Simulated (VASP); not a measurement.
The system is Be.

```
CELL_PARAMETERS angstrom
2.26189 0.00000 0.00000
-1.13095 1.95885 0.00000
0.00000 0.00000 3.57094
ATOMIC_POSITIONS crystal
Be 0.33333 0.66667 0.25000
Be 0.66667 0.33333 0.75000
```

Base run:

| Quantity | Value |
| --- | --- |
| Program | VASP 6.6.1 |
| Functional | PBEsol |
| Potentials or basis | VASP PAW PBE potentials, release 64 (Be) |
| Cutoff | 450 eV |
| k mesh | 22 × 22 × 12 |
| Occupations | methfessel-paxton, width 0.1 eV |
| Spin | no spin polarisation |

Its results: band gap on the k mesh none (metal or under the smearing width); pressure -0.9 GPa.

Problem. The run is repeated on the same cell with these changes: functional from PBEsol to r2SCAN. What comes out?

Solution. Band gap on the k mesh none (metal or under the smearing width); pressure 0.1 GPa.

Caveats: the PAW data sets were made with another functional, which shifts forces and pressure a little.
